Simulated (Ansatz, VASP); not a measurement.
**Zn (Zinc): VASP beside Ansatz**

Wanted: the spread between two codes on one cell, functional and k mesh. The structure shown is the end of the Ansatz relaxation below.

Main program and level: Ansatz 0.2.0; plane waves, with VASP 6.6.1 beside it; single point at PBEsol.

## 1. Starting point

It takes space group P6_3/mmc (No. 194, hexagonal). Conventional cell: a = 2.574 Å, b = 2.574 Å, c = 4.673 Å, α = 90.00°, β = 90.00°, γ = 120.00°. Nearest to Zn lie 12 Zn at 2.57 to 2.77 Å.

## 2. Ansatz: relaxation, PBEsol

Ansatz runs on its PAW soft_1 files.

This run makes the geometry at which the two programs are then compared.

input.yaml

```yaml
crystal:
  lattice:
    - [2.5675122452, 0.0, 0.0]
    - [-1.2837561226, 2.2235308289, 0.0]
    - [0.0, 0.0, 4.6949317366]
  atoms:
    - { symbol: Zn, position: [0.3333333333, 0.6666666667, 0.25] }
    - { symbol: Zn, position: [0.6666666667, 0.3333333333, 0.75] }
kpoints:
  mp_grid: { grid: [18, 18, 8] }
hamiltonian:
  xc: pbesol
  pseudopotentials: { kind: paw, azcp: { folder: soft_1 }, xc_functional: pbe }
scf:
  occupations: { method: methfessel_paxton, width: 0.2 }
output:
  forces: true
  stress: true
  eigenvalues: true
relax:
  adjacent_minimum: "off"
  f_tol: 0.001
  max_steps: 60
  cell: { stress_tol: 0.01, fix: [volume] }
```

Command:

```console
$ ansatz run input.yaml --threads 4 --pin off --max-ram 10240MiB --backend cpu --events-out ev --progress --plain --runs-dir out
```

Numbers of over 12 decimals in the logs are rounded to 6 here.

What it wrote:

```text
Engine: ansatz 0.2.0, x86_64-unknown-linux-gnu
Pseudopotentials: kind: paw
Pseudopotential: Zn, paw, valence charge 12, recommended cutoff 420 eV (normal), soft_1/Zn.paw.azcp
Functional definition: PBEsol
  exchange = pbesol_x
  correlation = pbesol_c
Crystal: 2 atoms, lattice volume = 26.803 Å³
Basis set: ecut = 420 eV, 513 PW (Γ), exchange–correlation on 36×36×64 points (8 copies of the dense FFT grid, shifted against one another)
Bands: 16, of which v1, the nominal top of the filled ones, is band 12 counted from 1 (11 counted from 0)
Symmetry: 24 space group operations
Space group: P63/mmc (ITA 194), of the structure as read, at distance tolerance 3.0e-5 Å
k-points: 185 of 2592
Non-local potential: Zn, projectors of the file, l = 0: 2, l = 1: 2, l = 2: 3, l = 3: 1
PAW form: soft (Blöchl's): semilocal exchange-correlation on the pseudo side does not see the compensation charge
PAW frozen core: Zn, regenerated for the run's functional, and the local potential with it (the file was generated under x = pbe(κ = 0.804, μ = 0.219515), c = pbe(β = 0.066725))
PAW one-centre angular grid: Zn, 590 points (default); XC on 64 Gauss nodes
Initial density: superposition of atomic densities (chi_scale 0.1, normalization cell)
Initial wavefunctions: pseudopotential atomic-orbital guess
Functional: x = pbesol(κ = 0.804, μ = 0.123457), c = pbesol(β = 0.046)
SCF iter   1: F=—  HF=-6562.131045 eV  |F-HF|=—  |Δ(HF+E_count)|=         —  Δρ=7.61e-2  dr2=1.13e0  ethr=3.10e-3  ⟨swp⟩=5.7  Hψ=17682  notcnv=0
preconditioner: auto → none  [metal: Δε(μ)=0.032 eV  Ē_g=13.147 eV  σ=0.200 eV  W_gap=0.14  n_scr=4 (ndim 8)  ℏωp=35.1 eV  f_vac=0.000  D(μ)=0.39/eV (n_scr^D=2)  sad-step TF]
SCF iter   2: F=—  HF=-6561.848182 eV  |F-HF|=—  |Δ(HF+E_count)|=   2.83e-1  S|Δr|=    0.00e0  Δρ=2.60e-2  dr2=8.29e-2  ethr=3.10e-3  ⟨swp⟩=2.0  Hψ=7306  notcnv=0  defer=3
SCF iter   3: F=—  HF=-6561.790367 eV  |F-HF|=—  |Δ(HF+E_count)|=   5.78e-2  S|Δr|=    0.00e0  Δρ=1.17e-2  dr2=2.49e-2  ethr=3.46e-4  ⟨swp⟩=2.0  Hψ=6883  notcnv=0  defer=3
SCF iter   4: F=—  HF=-6561.788293 eV  |F-HF|=—  |Δ(HF+E_count)|=   2.07e-3  S|Δr|=    0.00e0  Δρ=5.59e-3  dr2=2.48e-3  ethr=1.04e-4  ⟨swp⟩=2.0  Hψ=4859  notcnv=0  defer=3
SCF iter   5: F=—  HF=-6561.789444 eV  |F-HF|=—  |Δ(HF+E_count)|=   1.15e-3  S|Δr|=    0.00e0  Δρ=6.52e-4  dr2=3.28e-5  ethr=1.03e-5  ⟨swp⟩=2.0  Hψ=5261  notcnv=0  defer=3
SCF iter   6: F=—  HF=-6561.789457 eV  |F-HF|=—  |Δ(HF+E_count)|=   1.27e-5  S|Δr|=    0.00e0  Δρ=5.17e-5  dr2=2.52e-7  ethr=1.37e-7  ⟨swp⟩=2.0  Hψ=5178  notcnv=0  defer=3
SCF iter   7: F=-6561.789457 eV  HF=-6561.789457 eV  |F-HF|=3.58e-10  |Δ(HF+E_count)|=   3.34e-8  S|Δr|=    0.00e0  Δρ=2.30e-6  dr2=7.61e-10  ethr=4.17e-10  ⟨swp⟩=6.7  Hψ=15274  notcnv=0
SCF 1 converged in 7 iterations: F = -6561.789457 eV  dr2 = 7.61e-10
  greatest PAW one-centre occupation: 0.980 electrons in one spin orbital (limit 2), on the Zn atom at site 1 (counted from 0), in its partial waves of l = 2
relax step   1: F+E_penalty+E_count = -6561.78945669 eV  Δ(F+E_penalty+E_count) = +0.000e0 eV  max|allowed force component| = 1.758e-16 eV/Å  Δτ_max = 0.0000 Å  P = +5.673 GPa  Ω = 26.803 Å³  fix = [volume]  reactions: volume +5.673 GPa  (7 SCF iters, dr2 threshold 1.00e-7 eV, accepted)
[...]
relax step   2: F+E_penalty+E_count = -6561.78959378 eV  Δ(F+E_penalty+E_count) = -1.371e-4 eV  max|allowed force component| = 3.146e-16 eV/Å  Δτ_max = 0.0000 Å  P = +5.625 GPa  Ω = 26.803 Å³  energy of the carried Pulay correction = -5.502e-6 eV  fix = [volume]  reactions: volume +5.625 GPa  (4 SCF iters, dr2 threshold 2.00e-7 eV, accepted)
[...]
relax step   3: F+E_penalty+E_count = -6561.78971633 eV  Δ(F+E_penalty+E_count) = -1.225e-4 eV  max|allowed force component| = 3.978e-16 eV/Å  Δτ_max = 0.0000 Å  P = +5.511 GPa  Ω = 26.803 Å³  energy of the carried Pulay correction = -1.879e-5 eV  fix = [volume]  reactions: volume +5.511 GPa  (4 SCF iters, dr2 threshold 2.00e-7 eV, accepted)
[...]
relax step   4: F+E_penalty+E_count = -6561.78971724 eV  Δ(F+E_penalty+E_count) = -9.098e-7 eV  max|allowed force component| = 1.110e-16 eV/Å  Δτ_max = 0.0000 Å  P = +5.517 GPa  Ω = 26.803 Å³  energy of the carried Pulay correction = -1.818e-5 eV  fix = [volume]  reactions: volume +5.517 GPa  (4 SCF iters, dr2 threshold 6.12e-10 eV, accepted)
[...]
relax step   5: F+E_penalty+E_count = -6561.78972066 eV  Δ(F+E_penalty+E_count) = -3.425e-6 eV  max|allowed force component| = 1.573e-16 eV/Å  Δτ_max = 0.0000 Å  P = +5.516 GPa  Ω = 26.803 Å³  fix = [volume]  reactions: volume +5.516 GPa  stress off target by 3.25e-3 GPa on what of the cell is left free  SCF on the basis re-selected at this cell (its energy is not comparable with the rows above)  (5 SCF iters)
basis re-selected at this cell: Δ(F+E_penalty+E_count) = -3.425e-6 eV, ΔP = -0.000 GPa vs the last step (what re-selecting the basis moved, of the pressure what is left beyond the Pulay correction that the steps carried, after the strain that the cell walked since its last selection, with what the two solves' SCF thresholds leave and, on support functions, any second-order correction that the steps lacked; it is no m [...]
SCF converged after 5 iterations
Stability not checked: this state was not tested for a lower state beside it, because cold or Methfessel-Paxton smearing, or corrected tetrahedra, fill the levels in a way that the test cannot read (fill_not_monotonic; see scf.lower_state_search)
Free energy (F): -6561.789721 eV
Harris-Foulkes:  -6561.789721 eV  (|F-HF|=9.09e-13)
Internal energy: -6561.789860 eV  (E = F + TS)
E sigma→0 (E₀):  -6561.789755 eV
Entropy (-TS):   0.000139 eV (0.069 meV/atom)
Fermi energy:    12.943709 eV
--- Per-component energies (eV) ---
  E_band       = 132.388249
  E_kinetic    = 298.730837
  E_local      = -3349.768484  (includes V_loc(G=0)·N_el)
  E_nonlocal   = 1634.475348
  E_hartree    = 1243.353479
  E_xc         = -157.966454
  E_vxc        = -105.935424  (∫ρ·V_xc dr)
  E_paw        = -3715.310565  (= ΣΔE_a)
  E_vpaw       = -831.820507  (= ΣTr[D̂ρ^β])
  E_aug_tail   = -0.000461  (compensation charges beyond the density's cutoff)
  E_ewald      = -2516.898271
  E_core_change = 1.594712  (= ΣΔE_core)
  E_smearing   = 0.000139  (= −TS)
  E_closure    = -0.000000  (closes the sum)
  Σ components = -6561.789721   (vs F -6561.789721, Δ=0.00e0)
--- Forces (eV/Å), atoms counted from 1 ---
  atom   1  Zn     0.00000000     0.00000000     0.00000000
  atom   2  Zn     0.00000000    -0.00000000    -0.00000000
  max |Σ_I F_I| component: 3.70e-17 eV/Å
--- Stress (GPa, compression-positive) ---
        5.514869      -0.000000      -0.000000
        0.000000       5.514869       0.000000
       -0.000000       0.000000       5.519742
  P = ⅓ Tr σ = 5.5165 GPa (55.165 kbar)
--- Band table (eV; the first three rows and the last of 185) ---
  k-point 0: bands = [... 8 lower, 5.2978, 5.5922, 5.5922, 8.6204, 10.1976, 28.2955, 31.3472, 31.3472]
  k-point 1: bands = [... 8 lower, 5.3145, 5.5850, 5.5850, 7.5737, 11.4795, 26.4834, 31.4576, 31.4576]
  k-point 2: bands = [... 8 lower, 5.3585, 5.5630, 5.5630, 6.2667, 13.5155, 23.6960, 31.7809, 31.7809]
  k-point 184: bands = [... 8 lower, 5.5937, 5.5937, 13.6170, 13.6170, 14.6302, 14.6302, 15.3746, 15.3746]
--- Relaxed structure (4 steps of the walk, 4 accepted, 1 SCFs on fresh bases) ---
  F+E_penalty+E_count = -6561.78972066 eV   max|allowed force component| = 1.573e-16 eV/Å   (the final SCF, on the basis selected at the relaxed cell)
  cell:  # Å, volume = 26.8031 Å³
    - [2.573623271211, 0, 0]
    - [-1.286812, 2.228823, 0]
    - [0, 0, 4.672662]
  atoms:
    - { symbol: Zn, position: [0.333333, 0.666667, 0.25] }
    - { symbol: Zn, position: [0.666667, 0.333333, 0.75] }
```

## 3. VASP: single point, PBEsol, pair 1

The same cell, functional, mesh and smearing now go to VASP, with its own data sets.

Lines of VASP's logs that name or quote its potential files are left out, and so is its time.

INCAR

```
SYSTEM = Zn
PREC = Accurate
ENCUT = 500
EDIFF = 1E-06
NELM = 120
ISMEAR = 1
SIGMA = 0.2
LREAL = .FALSE.
ALGO = Normal
GGA = PS
NBANDS = 18
LORBIT = 11
LWAVE = .FALSE.
LCHARG = .FALSE.
ISIF = 2
LASPH = .TRUE.
GGA_COMPAT = .FALSE.
KPAR = 2
```

POSCAR

```
Zn
1.0
    2.5736232712      0.0000000000      0.0000000000
   -1.2868116356      2.2288231326      0.0000000000
    0.0000000000      0.0000000000      4.6726621315
Zn
2
Direct
    0.3333333333      0.6666666667      0.2500000000
    0.6666666667      0.3333333333      0.7500000000
```

KPOINTS

```
Automatic mesh
0
Gamma
18 18 8
0 0 0
```

Potentials, in the order of the species: Zn (PBE family, release 64).

Command:

```console
$ mpirun -np 2 vasp_std
```

What it wrote:

```text
[banner, memory and clock lines left out]
running    2 mpi-ranks, on    1 nodes
 distrk:  each k-point on    1 cores,    2 groups
 distr:  one band on    1 cores,    1 groups

 POSCAR found type information on POSCAR Zn
 POSCAR found :  1 types and       2 ions
|                                                                             |
|               ----> ADVICE to this user running VASP <----                  |
|                                                                             |
|     You enforced a specific xc type in the INCAR file but a different       |
|     [... a line on the potential file left out ...]
|     I HOPE YOU KNOW WHAT YOU ARE DOING!                                     |
|                                                                             |

 LDA part: xc-table for (Slater+PW92), standard interpolation
 POSCAR, INCAR and KPOINTS ok, starting setup
 FFT: planning ... GRIDC
 FFT: planning ... GRID_SOFT
 FFT: planning ... GRID
 WAVECAR not read
 entering main loop
       N       E                     dE             d eps       ncg     rms          rms(c)
DAV:   1     0.103669582013E+03    0.10367E+03   -0.12271E+04  6956   0.213E+03
DAV:   2     0.468458094239E+00   -0.10320E+03   -0.10005E+03  6672   0.294E+02
DAV:   3    -0.349424964821E+01   -0.39627E+01   -0.39479E+01  7518   0.664E+01
DAV:   4    -0.351293897391E+01   -0.18689E-01   -0.18685E-01  7372   0.457E+00
DAV:   5    -0.351296015894E+01   -0.21185E-04   -0.21185E-04  7194   0.138E-01    0.547E+00
DAV:   6    -0.316772082770E+01    0.34524E+00   -0.13981E+00  7154   0.267E+01    0.376E+00
DAV:   7    -0.314938301404E+01    0.18338E-01   -0.51322E-02  8516   0.410E+00    0.193E+00
DAV:   8    -0.314074732237E+01    0.86357E-02   -0.20825E-03  9226   0.734E-01    0.585E-02
DAV:   9    -0.314069928801E+01    0.48034E-04   -0.24322E-04  9158   0.221E-01    0.290E-02
DAV:  10    -0.314070311451E+01   -0.38265E-05   -0.20777E-05  6942   0.420E-02    0.280E-03
DAV:  11    -0.314070299731E+01    0.11720E-06   -0.51108E-07  3940   0.102E-02
   1 F= -.31407030E+01 E0= -.31407434E+01  d E =0.121198E-03
```

OUTCAR, selected parts (step 3):

```text
ion  position               nearest neighbor table
   1  0.333  0.667  0.250-   2 2.77   2 2.77   2 2.77   2 2.77   2 2.77   2 2.77
   2  0.667  0.333  0.750-   1 2.77   1 2.77   1 2.77   1 2.77   1 2.77   1 2.77

  LATTYP: Found a hexagonal cell.
 ALAT       =     2.5736232712
 C/A-ratio  =     1.8155967829

 Subroutine GETGRP returns: Found 24 space group operations
 (whereof 12 operations were pure point group operations)

The static configuration has the point symmetry D_3d.
 The point group associated with its full space group is D_6h.

 Found    185 irreducible k-points:

   k-points           NKPTS =    185   k-points in BZ     NKDIM =    185   number of bands    NBANDS=     18

   dimension x,y,z NGX =    20 NGY =   20 NGZ =   36
   dimension x,y,z NGXF=    40 NGYF=   40 NGZF=   72

   ENCUT  =  500.0 eV  36.75 Ry    6.06 a.u.   4.69  4.69  8.52*2*pi/ulx,y,z

   NELECT =      24.0000    total number of electrons

 k-points in reciprocal lattice and weights: Automatic mesh
   0.00000000  0.00000000  0.00000000       0.000
   0.05555556  0.00000000  0.00000000       0.002
   0.11111111  0.00000000  0.00000000       0.002
   0.16666667 -0.00000000  0.00000000       0.002
   0.22222222  0.00000000  0.00000000       0.002
   0.27777778  0.00000000  0.00000000       0.002
   0.33333333  0.00000000  0.00000000       0.002
   0.38888889  0.00000000  0.00000000       0.002
   0.44444444  0.00000000  0.00000000       0.002
[...]
0.33333333  0.27777778  0.50000000       0.005
   0.33333333  0.33333333  0.50000000       0.001

 average (electrostatic) potential at core
       1 -36.0764       2 -36.0764

 E-fermi :   4.0112

 k-point     1 :       0.0000    0.0000    0.0000
  band No.  band energies     occupation
    ...
      9      -3.6609      2.00000
     10      -3.3678      2.00000
     11      -3.3678      2.00000
     12      -0.3081      2.00000
     13       1.2495      2.00000
     14      19.5119      0.00000
     15      22.5305      0.00000
     16      22.5305      0.00000
     17      23.0464      0.00000
     18      24.0658      0.00000

 k-point     2 :       0.0556    0.0000    0.0000
  band No.  band energies     occupation
    ...
      9      -3.6722      2.00000
     10      -3.4458      2.00000
     11      -3.3657      2.00000
     12      -0.1274      2.00000
     13       1.2957      2.00000
     14      19.6239      0.00000
     15      20.5610      0.00000
     16      21.4994      0.00000
     17      22.6147      0.00000
     18      23.5836      0.00000

 k-point     3 :       0.1111    0.0000    0.0000
  band No.  band energies     occupation
    ...
      9      -3.7032      2.00000
     10      -3.6063      2.00000
     11      -3.3611      2.00000
     12       0.3650      2.00000
     13       1.4409      2.00000
     14      17.7291      0.00000
     15      19.9460      0.00000
     16      20.0425      0.00000
     17      21.8835      0.00000
     18      23.1153      0.00000

  Total        1.0401077      1.0401077      0.9959524      0.0000000      0.0000000      0.0000000
  in kB       62.1732999     62.1732999     59.5338825      0.0000000      0.0000000      0.0000000
  external PRESSURE =      61.2934941 kB  Pullay stress =       0.0000000 kB

  energy-cutoff  :      500.00
  volume of cell :       26.80
      direct lattice vectors                 reciprocal lattice vectors
     2.573623271  0.000000000  0.000000000     0.388557257  0.224333637  0.000000000
    -1.286811636  2.228823133  0.000000000     0.000000000  0.448667274  0.000000000
     0.000000000  0.000000000  4.672662132     0.000000000  0.000000000  0.214010766

 POSITION                                       TOTAL-FORCE (eV/Angst)
 -----------------------------------------------------------------------------------
     -0.00000      1.48588      1.16817         0.000000     -0.000000      0.000000
      1.28681      0.74294      3.50450        -0.000000      0.000000      0.000000
 -----------------------------------------------------------------------------------
    total drift:                               -0.000000      0.000000      0.000000

  FREE ENERGIE OF THE ION-ELECTRON SYSTEM (eV)
  ---------------------------------------------------
  free  energy   TOTEN  =        -3.1407029973 eV

  energy  without entropy=       -3.1408241957  energy(sigma->0) =       -3.14074340

 total charge
# of ion       s       p       d       tot
------------------------------------------
    1        0.610   0.543   9.728  10.881
    2        0.610   0.543   9.728  10.881
--------------------------------------------------
tot          1.219   1.086  19.456  21.761

[... 3 further parts left out ...]
```

The PAW data sets were made with PBE, which is usual practice but a small mismatch for other functionals.

## 4. Side by side

Known differences besides the potentials themselves: the cutoff is 420 eV in Ansatz and 500 eV in VASP; Ansatz makes its cores anew for this functional, VASP keeps those of its PBE data sets; Ansatz's pressure holds a Pulay correction, VASP's none. Total energies have different zeros and are not compared.

The two programs side by side:

| quantity | Ansatz | VASP | difference |
| --- | --- | --- | --- |
| pressure (GPa) | 5.52 | 6.13 | -0.61 |

## 5. Ansatz: relaxation, PBEsol

This run makes the geometry at which the two programs are then compared. The cell compared in this pair holds 27.37 Å³, against 26.80 Å³ for the pair before.

The structure compared here is the end of the Ansatz relaxation.

input.yaml: that of step 2 with these lines changed.

```diff
@@ -2,5 +2,5 @@
   lattice:
-    - [2.5675122452, 0.0, 0.0]
-    - [-1.2837561226, 2.2235308289, 0.0]
-    - [0.0, 0.0, 4.6949317366]
+    - [2.5757269598, 0.0, 0.0]
+    - [-1.2878634799, 2.2306449804, 0.0]
+    - [0.0, 0.0, 4.7642885993]
   atoms:
```

Command:

```console
$ ansatz run input.yaml --threads 4 --pin off --max-ram 10240MiB --backend cpu --events-out ev --progress --plain --runs-dir out
```

What it wrote:

```text
[...]
Crystal: 2 atoms, lattice volume = 27.373 Å³
Basis set: ecut = 420 eV, 549 PW (Γ), exchange–correlation on 36×36×64 points (8 copies of the dense FFT grid, shifted against one another)
Bands: 16, of which v1, the nominal top of the filled ones, is band 12 counted from 1 (11 counted from 0)
Symmetry: 24 space group operations
[...]
k-points: 185 of 2592
[...]
k-point 184: bands = [... 8 lower, 5.2719, 5.2719, 13.3074, 13.3074, 14.2856, 14.2856, 14.9677, 14.9677]
--- Relaxed structure (4 steps of the walk, 4 accepted, 1 SCFs on fresh bases) ---
[...]
cell:  # Å, volume = 27.3734 Å³
    - [2.585594, 0.0, 0.0]
    - [-1.292797, 2.239190, 0.0]
    - [0.0, 0.0, 4.727996]
  atoms:
    - { symbol: Zn, position: [0.333333, 0.666667, 0.250000] }
    - { symbol: Zn, position: [0.666667, 0.333333, 0.750000] }
[key lines of the parts left out:]
SCF converged after 6 iterations
Free energy (F): -6561.805225 eV
Fermi energy:    12.609231 eV
P = ⅓ Tr σ = 3.2378 GPa (32.378 kbar)
```

## 6. VASP: single point, PBEsol, pair 2

The same cell, functional, mesh and smearing now go to VASP, with its own data sets.

INCAR is that of step 3.

POSCAR

```
Zn
1.0
    2.5855939131      0.0000000000      0.0000000000
   -1.2927969565      2.2391900126      0.0000000000
    0.0000000000      0.0000000000      4.7279957255
Zn
2
Direct
    0.3333333333      0.6666666667      0.2500000000
    0.6666666667      0.3333333333      0.7500000000
```

KPOINTS is that of step 3.

Command:

```console
$ mpirun -np 2 vasp_std
```

What it wrote:

```text
[banner, memory and clock lines left out]
running    2 mpi-ranks, on    1 nodes
[...]
[... a notice as in an earlier step ...]

 LDA part: xc-table for (Slater+PW92), standard interpolation
 POSCAR, INCAR and KPOINTS ok, starting setup
[...]
entering main loop
       N       E                     dE             d eps       ncg     rms          rms(c)
DAV:   1     0.102631507690E+03    0.10263E+03   -0.12191E+04  7012   0.212E+03
DAV:   2     0.467493237417E+00   -0.10216E+03   -0.99185E+02  6680   0.293E+02
DAV:   3    -0.349742342954E+01   -0.39649E+01   -0.39504E+01  7460   0.664E+01
DAV:   4    -0.351625401367E+01   -0.18831E-01   -0.18826E-01  7408   0.460E+00
[...]
DAV:   9    -0.315807131714E+01    0.46295E-04   -0.24482E-04  9132   0.221E-01    0.302E-02
DAV:  10    -0.315807540345E+01   -0.40863E-05   -0.21093E-05  6956   0.419E-02    0.283E-03
DAV:  11    -0.315807527380E+01    0.12965E-06   -0.49677E-07  3896   0.106E-02
   1 F= -.31580753E+01 E0= -.31581738E+01  d E =0.295651E-03
```

(Part 1 of 2 ends here.)

[Lines on the potential files, build, host, timing and source positions are cut from VASP's logs without a mark.]

[Logs are printed without paths, hosts, clocks, repeated set-up lines and the standing remarks that a program may print on its own settings, such as how far it seeks lower states.]

[Hosts, paths, dates, database ids (printed as entryN), source tags and the programs' standing remarks are cut or masked in the printed files.]
